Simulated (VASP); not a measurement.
Level of theory: SCAN meta-GGA, VASP's PBE PAW potentials (set 64) (plane waves; VASP).

VASP ran on this input.

### KPOINTS_OPT
```
k-points along high-symmetry lines
6
Line-mode
Reciprocal
  0.000000   0.000000   0.000000 ! GAMMA
  0.000000   0.500000   0.000000 ! X

  0.000000   0.500000   0.000000 ! X
  0.500000   0.500000   0.000000 ! M

  0.500000   0.500000   0.000000 ! M
  0.000000   0.000000   0.000000 ! GAMMA

  0.000000   0.000000   0.000000 ! GAMMA
  0.000000   0.000000   0.500000 ! Z

  0.000000   0.000000   0.500000 ! Z
  0.000000   0.500000   0.500000 ! R

  0.000000   0.500000   0.500000 ! R
  0.500000   0.500000   0.500000 ! A

  0.500000   0.500000   0.500000 ! A
  0.000000   0.000000   0.500000 ! Z

  0.000000   0.500000   0.000000 ! X
  0.000000   0.500000   0.500000 ! R

  0.500000   0.500000   0.000000 ! M
  0.500000   0.500000   0.500000 ! A
```

KPOINTS:
```
kpoints
0
Gamma
 6 6 8
0 0 0
```

### POSCAR
```
TiO2
1
    4.5945943597     0.0000000000     0.0000000000
    0.0000000000     4.5945943597     0.0000000000
    0.0000000000     0.0000000000     2.9582872288
Ti O
2 4
Direct
  0.0000000000   1.0000000000   0.0000000000
  0.5000000000   0.5000000000   0.5000000000
  0.3045508288   0.3045508288   1.0000000000
  0.8045508288   0.1954491712   0.5000000000
  0.1954491712   0.8045508288   0.5000000000
  0.6954491712   0.6954491712   0.0000000000
```

INCAR:
```
# general
SYSTEM  = TiO2
PREC    = Accurate
ENCUT   = 520
LREAL   = .FALSE.
LASPH   = .TRUE.

# electronic loop
EDIFF   = 1E-7
NELM    = 100
ALGO    = Normal
LMAXMIX = 4
LMIXTAU = .TRUE.

# smearing
ISMEAR  = -5

# functional
METAGGA = SCAN

# ions
ISIF    = 2

# output
LWAVE   = .FALSE.
LCHARG  = .FALSE.
LORBIT  = 11
NEDOS   = 601

# other
LEFG    = .TRUE.
```

POTCAR, in this order: Ti_sv O (PBE.64 set). Program: vasp_std.

Q: What will the output report for the number of irreducible k-points (NKPTS), largest plane-wave count, number of space-group operations, FFT grid (NGX, NGY, NGZ)?

A: 
```yaml
number of irreducible k-points (NKPTS): 50
largest_plane_wave_count: 1720
number_of_space_group_operations: 16
FFT grid (NGX, NGY, NGZ): 36 × 36 × 24
```

The compound is TiO2 in the rutile structure. It was relaxed first.
